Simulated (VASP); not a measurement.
An input for Quantum ESPRESSO's pw.x (written as the equivalent of a VASP run, and not itself run):

```
&CONTROL
  calculation = 'vc-relax'
  pseudo_dir = './pseudo'
  outdir = './out'
  tprnfor = .true.
  tstress = .true.
  nstep = 40
  forc_conv_thr = 0.00078
/
&SYSTEM
  ibrav = 0
  nat = 4
  ntyp = 2
  ecutwfc = 102
  occupations = 'smearing'
  smearing = 'gaussian'
  degauss = 0.003675
  input_dft = 'pz'
/
&ELECTRONS
  conv_thr = 7.3e-08
  electron_maxstep = 100
/
&IONS
/
&CELL
  press = 300
/
ATOMIC_SPECIES
  Cd 112.414 Cd.upf
  Se 78.971 Se.upf
CELL_PARAMETERS angstrom
     1.9556108   -3.3872146    0.0000000
     1.9556108    3.3872146    0.0000000
     0.0000000    0.0000000    6.6674359
ATOMIC_POSITIONS crystal
  Cd   0.6666670  0.3333330  0.5066556
  Cd   0.3333330  0.6666670  0.0066556
  Se   0.6666670  0.3333330  0.8693444
  Se   0.3333330  0.6666670  0.3693444
K_POINTS automatic
  7 7 4 0 0 0
```

Q: Translate this input to VASP (INCAR, KPOINTS, POSCAR, choice of POTCAR).

A: Several could match; the one computed here: 
KPOINTS:
```
Automatic mesh
0
Gamma
7 7 4
0 0 0
```

POSCAR:
```
CdSe
1.0
  1.9556108164  -3.3872146174   0.0000000000
  1.9556108164   3.3872146174   0.0000000000
  0.0000000000   0.0000000000   6.6674359358
Cd Se
2 2
Cart
  1.9556108164  -1.1290737973   3.3780939652
  1.9556108164   1.1290737973   0.0443759973
  1.9556108164  -1.1290737973   5.7962978825
  1.9556108164   1.1290737973   2.4625799146
```

**INCAR**
```
# general
SYSTEM =CdSe
PREC   =Accurate
ENCUT  =500
LREAL  =.FALSE.
LASPH  =.TRUE.

# electronic loop
EDIFF  =1E-6   # SCF stop (eV)
NELM   =100   # most electronic steps
ALGO   =Normal
LMAXMIX=4

# smearing
ISMEAR =0   # Gaussian
SIGMA  =0.05   # width (eV)

# ions
IBRION =2
NSW    =40
ISIF   =3   # ions, shape and volume
EDIFFG =-0.02
PSTRESS=300   # kbar

# output
LWAVE  =.FALSE.
LCHARG =.FALSE.
```

POTCAR, in this order: Cd Se (LDA.64 set). Program: vasp_std.

The two are equivalent in intent, not identical: the potentials are each code's own (VASP's PAW set, PseudoDojo norm-conserving files in pw.x), so ENCUT and ecutwfc are chosen apart and not converted; conv_thr bounds pw.x's estimated SCF error, while EDIFF bounds the energy change between steps; forc_conv_thr acts on force components and is met together with etot_conv_thr.

The compound is CdSe in the wurtzite structure. This run relaxes it under an external pressure of 30 GPa. Symmetry was kept, so distortions that lower it aren't found.
